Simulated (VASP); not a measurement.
VASP ran on this input.

POSCAR:
```
Ni3Fe
1
    3.4496003832     0.0000000000     0.0000000000
    0.0000000000     3.4496003832     0.0000000000
    0.0000000000     0.0000000000     3.4496003832
Fe Ni
1 3
Direct
  0.0000000000   0.0000000000   0.0000000000
  0.0000000000   0.5000000000   0.5000000000
  0.5000000000   0.0000000000   0.5000000000
  0.5000000000   0.5000000000   0.0000000000
```

**INCAR**
```
! general
SYSTEM  = Ni3Fe
PREC    = Accurate
ENCUT   = 520   ! plane-wave cut-off (eV)
LREAL   = .False.   ! projection in real space or not
LASPH   = .True.

! electronic loop
EDIFF   = 1E-6   ! SCF stop (eV)
NELM    = 100   ! most electronic steps
ALGO    = Normal   ! blocked Davidson
LMAXMIX = 4

! smearing
ISMEAR  = 1
SIGMA   = 0.1

! spin
ISPIN   = 2
MAGMOM  = 3.0 0.7 0.7 0.7

! ions
IBRION  = 2   ! conjugate gradients
NSW     = 60   ! most ionic steps
ISIF    = 3   ! ions, shape and volume
EDIFFG  = -0.02   ! ionic stop

! output
LWAVE   = .False.
LCHARG  = .False.
LORBIT  = 10
```

File KPOINTS:
```
Automatic mesh
0
Gamma
8 8 8
0 0 0
```

POTCAR, in this order: Fe Ni (LDA.64 set). Program: vasp_std.

Task: Translate this LDA calculation to Quantum ESPRESSO's pw.x.

Result: One equivalent input (not run):
```
&CONTROL
  calculation = 'vc-relax'
  pseudo_dir = './pseudo'
  outdir = './out'
  tprnfor = .true.
  tstress = .true.
  nstep = 60
  forc_conv_thr = 0.00078
/
&SYSTEM
  ibrav = 0
  nat = 4
  ntyp = 2
  ecutwfc = 98
  occupations = 'smearing'
  smearing = 'methfessel-paxton'
  degauss = 0.00735
  input_dft = 'pz'
  nspin = 2
  starting_magnetization(1) = 0.3
  starting_magnetization(2) = 0.07
/
&ELECTRONS
  conv_thr = 7.3e-08
  electron_maxstep = 100
/
&IONS
/
&CELL
/
ATOMIC_SPECIES
  Fe 55.845 Fe.upf
  Ni 58.693 Ni.upf
CELL_PARAMETERS angstrom
     3.4496004    0.0000000    0.0000000
     0.0000000    3.4496004    0.0000000
     0.0000000    0.0000000    3.4496004
ATOMIC_POSITIONS crystal
  Fe   0.0000000  0.0000000  0.0000000
  Ni   0.0000000  0.5000000  0.5000000
  Ni   0.5000000  0.0000000  0.5000000
  Ni   0.5000000  0.5000000  0.0000000
K_POINTS automatic
  8 8 8 0 0 0
```
The two are equivalent in intent, not identical: the potentials are each code's own (VASP's PAW set, PseudoDojo norm-conserving files in pw.x), so ENCUT and ecutwfc are chosen apart and not converted; conv_thr bounds pw.x's estimated SCF error, while EDIFF bounds the energy change between steps; starting_magnetization is a fraction of the valence charge and MAGMOM a moment in μB, so they match only roughly; forc_conv_thr acts on force components and is met together with etot_conv_thr.

The compound is Ni3Fe in the L1_2 structure. This run relaxes it. Symmetry was kept, so distortions that lower it aren't found. The start is the result of an earlier pass.
